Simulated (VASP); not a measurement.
VASP input:

**POSCAR**
```
BAs
1
    0.0000000000     2.3944440000     2.3944440000
    2.3944440000     0.0000000000     2.3944440000
    2.3944440000     2.3944440000     0.0000000000
B As
1 1
Direct
  0.2500000000   0.2500000000   0.2500000000
  0.0000000000   0.0000000000   0.0000000000
```

**INCAR**
```
# general
SYSTEM    =  BAs
PREC      =  Accurate
ENCUT     =  400
LREAL     =  F
LASPH     =  T
ISYM      =  3

# electronic loop
EDIFF     =  1E-6
NELM      =  100
ALGO      =  Normal
LMAXMIX   =  4

# smearing
ISMEAR    =  0
SIGMA     =  0.05

# functional
GGA       =  PE
LHFCALC   =  T
AEXX      =  0.25
HFRCUT    =  -1
PRECFOCK  =  Fast

# ions
ISIF      =  2

# output
LWAVE     =  F
LCHARG    =  F
```

File KPOINTS:
```
Automatic
0
gamma
10 10 10
```

POTCAR, in this order: B As (PBE.64 set). Program: vasp_std.

Problem. Translate this PBE0 calculation to Quantum ESPRESSO's pw.x.

Solution. One equivalent input (not run):
```
&CONTROL
  calculation = 'scf'
  pseudo_dir = './pseudo'
  outdir = './out'
  tprnfor = .true.
  tstress = .false.
/
&SYSTEM
  ibrav = 0
  nat = 2
  ntyp = 2
  ecutwfc = 84
  occupations = 'smearing'
  smearing = 'gaussian'
  degauss = 0.003675
  input_dft = 'pbe0'
  nqx1 = 10
  nqx2 = 10
  nqx3 = 10
/
&ELECTRONS
  conv_thr = 7.3e-08
  electron_maxstep = 100
/
ATOMIC_SPECIES
  B 10.810 B.upf
  As 74.922 As.upf
CELL_PARAMETERS angstrom
     0.0000000    2.3944440    2.3944440
     2.3944440    0.0000000    2.3944440
     2.3944440    2.3944440    0.0000000
ATOMIC_POSITIONS crystal
  B    0.2500000  0.2500000  0.2500000
  As   0.0000000  0.0000000  0.0000000
K_POINTS automatic
  10 10 10 0 0 0
```
What does not carry over: the potentials are each code's own (VASP's PAW set, PseudoDojo norm-conserving files in pw.x), so ENCUT and ecutwfc are chosen apart and not converted; conv_thr bounds pw.x's estimated SCF error, while EDIFF bounds the energy change between steps; the singularity of exact exchange is treated differently by default.

The structure comes from a computed database's BAs entry; how it stands against other phases isn't given here. The cell was not relaxed at this level.
